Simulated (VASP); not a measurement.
## BaTiO3: energy against strain

BaTiO3 (cubic perovskite, Pm-3m, 12.881 Å³/atom and stress up to 0.12 GPa in the relaxed cell, cube axes along x, y and z) under an equal strain ε along x and y, with z held. r2SCAN in VASP (plane waves, PAW), 600 eV, 8×8×8 Γ-centred mesh, Gaussian smearing 0.05 eV; ions are relaxed, or left where forces stay under 0.02 eV/Å, within the symmetry of each cell.

Here s stands for strain and y for E less E0.

```csv
strain (%),E less E0 (meV/atom)
-1.50,8.60
-1.00,3.87
-0.50,1.03
0.00,0.00
0.50,0.66
1.00,2.96
1.50,6.80
3.00,?
```

Fit y of the 7 rows that show it with a parabola. Least squares gives y = -0.008 - 0.5421·s + 3.4252·s². Residuals (row less fit): 0.088, -0.089, -0.089, 0.008, 0.083, 0.085, -0.086; standard error 0.106 (degrees of freedom: 4). Twice the quadratic coefficient over the volume, 2 × 3.4252 meV × 10⁴ × 0.1602 / 12.881 Å³, is the elastic constants 2(C11 + C12) = 852 ± 12 GPa (± standard error of the fit, which holds the terms cut off).

Question: Predict the withheld y at s = 3.00 from the fit, and compare with the calculation.

Answer: y = -0.008 - 0.5421 × 3.0 + 3.4252 × 3.0² = 29.192 meV/atom. The calculation gives 26.74 meV/atom, 2.452 meV/atom below the prediction (9.2 % of the range of y in the table). The row lies outside the fitted rows, so this is an extrapolation. From the scatter of the fitted rows alone, a prediction at this place has a standard error of 0.406 meV/atom, so the miss is 6.0 times that.

A polynomial of degree 3 through the 12 other runs of the series gives 26.63 there, so most of the miss is curvature that the fit leaves out. The primitive cell can neither tilt nor turn polar against its symmetry, as such crystals can under strain. BaTiO3 is here the ideal cubic form; the compound distorts at low or room temperature. Rows are the converged runs of the series near zero and its far end, less any whose ions stayed unrelaxed beside relaxed ones; series whose fitted rows scatter by over a few per cent of the range, as at a crossing or softening among them, aren't shown in this form. Most that stay on the fit to the last digits aren't either.
